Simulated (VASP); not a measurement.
Input:

```xyz
2
Lattice="0.0000 2.6890 2.6890 2.6890 0.0000 2.6890 2.6890 2.6890 0.0000" Properties=species:S:1:pos:R:3 pbc="T T T"
Si     0.0000     0.0000     0.0000
Si     1.3445     1.3445     1.3445
```

Computed with PBE GGA, VASP's PBE PAW potentials (set 64) (plane waves; VASP). Run with 500 eV cut-off, 9×9×9 Γ-centred mesh, Gaussian smearing of 0.050 eV, potentials Si.

Energy and stress use the plane-wave basis of the starting cell.

### Question
The ions, cell shape and volume at an external pressure of 10.0 GPa are relaxed. What does this cell relax into?

### Answer

```xyz
2
Lattice="0.0000 2.6517 2.6517 2.6517 0.0000 2.6517 2.6517 2.6517 0.0000" Properties=species:S:1:pos:R:3 pbc="T T T"
Si     0.0000     0.0000     0.0000
Si     1.3259     1.3259     1.3259
```
Space group Fd-3m (227), at a tolerance of 0.03 Å.

### Question
How do energy and volume change from the first to the last step?

### Answer
The energy (σ→0) changes by +36.7 meV/atom and the volume by -4.1 %, in 3 ionic steps.

The compound is Si in the diamond structure. This run relaxes it under an external pressure of 10 GPa. Symmetry was kept, so distortions that lower it aren't found.
